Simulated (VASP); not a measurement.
Method: LDA (Ceperley-Alder, Perdew-Zunger), VASP's LDA PAW potentials (set 64) (plane waves; VASP 6.6.1).

The input files of a VASP run:

POSCAR:
```
CaB6
1
    4.1384400000     0.0000000000     0.0000000000
    0.0000000000     4.1384400000     0.0000000000
    0.0000000000     0.0000000000     4.1384400000
Ca B
1 6
Direct
  0.0065670000  -0.0031860000  -0.0040620000
  0.2020580000   0.4902510000   0.4991500000
  0.8008160000   0.5040330000   0.4983740000
  0.5020410000   0.2047790000   0.4958730000
  0.4971890000   0.7974190000   0.5083870000
  0.4952660000   0.4987110000   0.1985900000
  0.4960630000   0.5079920000   0.8036880000
```

### KPOINTS
```
Automatic mesh
0
Gamma
6 6 6
0 0 0
```

**INCAR**
```
ALGO  =  Normal
EDIFF  =  1E-6
ENCUT  =  400
ISIF  =  2
ISMEAR  =  -1
LASPH  =  T
LCHARG  =  F
LREAL  =  F
LWAVE  =  F
NELM  =  100
PREC  =  Accurate
SIGMA  =  0.1
SYSTEM  =  CaB6
```

POTCAR, in this order: Ca_sv B (LDA.64 set). Program: vasp_std.

What VASP printed:

### OSZICAR
```
       N       E                     dE             d eps       ncg     rms          rms(c)
DAV:   1     0.128653493097E+03    0.12865E+03   -0.11715E+04  4032   0.120E+03
DAV:   2    -0.498277150559E+02   -0.17848E+03   -0.17417E+03  5404   0.295E+02
DAV:   3    -0.552719058871E+02   -0.54442E+01   -0.54321E+01  6020   0.537E+01
DAV:   4    -0.554333222043E+02   -0.16142E+00   -0.16125E+00  6430   0.704E+00
DAV:   5    -0.554354304899E+02   -0.21083E-02   -0.21076E-02  5750   0.727E-01    0.990E+00
DAV:   6    -0.505871398368E+02    0.48483E+01   -0.83785E+00  5324   0.155E+01    0.483E+00
DAV:   7    -0.497474061187E+02    0.83973E+00   -0.54465E+00  5422   0.109E+01    0.130E+00
DAV:   8    -0.497589950588E+02   -0.11589E-01   -0.89088E-01  5810   0.582E+00    0.755E-01
DAV:   9    -0.497313640042E+02    0.27631E-01   -0.11067E-01  5544   0.175E+00    0.164E-01
DAV:  10    -0.497315507058E+02   -0.18670E-03   -0.19017E-02  6880   0.681E-01    0.114E-01
DAV:  11    -0.497315046074E+02    0.46098E-04   -0.94597E-04  5476   0.210E-01    0.579E-02
DAV:  12    -0.497314817455E+02    0.22862E-04   -0.97930E-05  5750   0.741E-02    0.213E-02
DAV:  13    -0.497314716830E+02    0.10062E-04   -0.59818E-05  5580   0.457E-02    0.256E-03
DAV:  14    -0.497314719742E+02   -0.29117E-06   -0.33695E-06  5250   0.130E-02
   1 F= -.49731472E+02 E0= -.49726158E+02  d E =-.106277E-01
```

OUTCAR:
```
------------------------ aborting loop because EDIFF is reached ----------------------------------------
  FORCE on cell =-STRESS in cart. coord.  units (eV):
  Direction    XX          YY          ZZ          XY          YZ          ZX
  --------------------------------------------------------------------------------------
  Total       -2.4607080     -2.2287167     -2.5800666     -0.4419723     -0.9796369     -0.0139789
  in kB      -55.6238029    -50.3796864    -58.3218782     -9.9906946    -22.1444920     -0.3159907
  external PRESSURE =     -54.7751225 kB  Pullay stress =       0.0000000 kB
  volume of cell :       70.88
      direct lattice vectors                 reciprocal lattice vectors
     4.138440000  0.000000000  0.000000000     0.241636945  0.000000000  0.000000000
     0.000000000  4.138440000  0.000000000     0.000000000  0.241636945  0.000000000
     0.000000000  0.000000000  4.138440000     0.000000000  0.000000000  0.241636945
 POSITION                                       TOTAL-FORCE (eV/Angst)
 -----------------------------------------------------------------------------------
      0.02718      4.12525      4.12163        -0.045914      0.018870      0.020016
      0.83620      2.02887      2.06570         0.047090      0.640873      0.061619
      3.31413      2.08591      2.06249        -0.662785     -0.341916      0.086698
      2.07767      0.84747      2.05214         0.064614     -0.362820      0.526992
      2.05759      3.30007      2.10393         0.150811      0.220075     -0.628694
      2.04963      2.06389      0.82185         0.252377      0.376919      1.017143
      2.05293      2.10229      3.32601         0.193808     -0.552000     -1.083774
 -----------------------------------------------------------------------------------
    total drift:                               -0.000129      0.000087      0.000047
  FREE ENERGIE OF THE ION-ELECTRON SYSTEM (eV)
  ---------------------------------------------------
  free  energy   TOTEN  =       -49.7314719742 eV

  energy  without entropy=      -49.7208442527  energy(sigma->0) =      -49.72615811
```
(Selected blocks of OUTCAR.)

File OUTCAR:
```
 val. band max:        4.7243888160   @ k =   0.0000   0.0000   0.5000

 cond. band min:       4.7395598384   @ k =   0.5000   0.0000   0.0000


 Fermi energy:         4.7324701499

 k-point     1 :       0.0000    0.0000    0.0000
  band No.  band energies     occupation
      1     -35.9359      2.00000
      2     -17.2299      2.00000
      3     -17.2229      2.00000
      4     -17.2166      2.00000
      5      -9.6282      2.00000
      6      -2.2381      2.00000
      7      -2.0391      2.00000
      8      -1.8591      2.00000
      9      -1.6650      2.00000
     10      -0.6728      2.00000
     11      -0.5001      2.00000
     12       4.1711      1.99273
     13       4.3267      1.96601
     14       4.5311      1.76438
     15       7.2056      0.00000
     16       7.4113      0.00000
     17       7.5863      0.00000
     18       7.9317      0.00000

 k-point     2 :       0.1667    0.0000    0.0000
  band No.  band energies     occupation
      1     -35.9352      2.00000
      2     -17.2400      2.00000
      3     -17.2271      2.00000
      4     -17.2149      2.00000
      5      -9.5378      2.00000
      6      -3.2646      2.00000
      7      -1.9469      2.00000
      8      -1.6665      2.00000
      9      -1.5835      2.00000
     10      -0.4887      2.00000
     11       0.5317      2.00000
     12       3.5041      1.99999
     13       3.7961      1.99983
     14       4.4284      1.90880
     15       6.0530      0.00000
     16       7.8425      0.00000
     17       8.1066      0.00000
     18       8.2779      0.00000

 k-point     3 :       0.0000    0.1667    0.0000
  band No.  band energies     occupation
      1     -35.9352      2.00000
      2     -17.2435      2.00000
      3     -17.2212      2.00000
      4     -17.2174      2.00000
      5      -9.5387      2.00000
      6      -3.2172      2.00000
      7      -1.8380      2.00000
      8      -1.7719      2.00000
      9      -1.6595      2.00000
...
```

At this cut-off the stress carries a Pulay error, which pulls relaxed volumes low.

The structure comes from a computed database's CaB6 entry; how it stands against other phases isn't given here. The cell was not relaxed at this level, atoms are displaced from their ideal sites. The run is one of a series of settings (GGA removed, POTCAR Ca_sv B (LDA.64 set) against the base run), some of them coarse on purpose.
